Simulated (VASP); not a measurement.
Here is the system:

```xyz
3
Lattice="0.0000 3.0426 3.0426 3.0426 0.0000 3.0426 3.0426 3.0426 0.0000" Properties=species:S:1:pos:R:3 pbc="T T T"
Li     1.5213     1.5213     1.5213
Li     4.5639     4.5639     4.5639
Se     0.0000     0.0000     0.0000
```

Method: RPBE GGA, VASP's PBE PAW potentials (set 64) (plane waves; VASP). Numerical set-up: 520 eV cut-off, 6×6×6 Γ-centred mesh, Gaussian smearing of 0.050 eV, potentials Li_sv Se.

### Question
Give the energy at these volumes per atom, relative to the lowest: 17.63, 18.19, 18.76, 19.32, 19.88 Å³.

### Answer
7.7, 1.9, 0.0, 1.4, 5.8 meV/atom. A third-order Birch-Murnaghan fit gives B0 = 31.6 GPa and B0′ = 3.9.

Measured: a 6.002 Å (computed value off by +1.4 %), as given by Syrotyuk et al., Condensed Matter Physics (2015), arXiv:1510.06546. The calculation is for a static lattice, while the measured a holds thermal and zero-point effects, which are part of the difference.

The compound is Li2Se in the antifluorite structure. It was relaxed first.
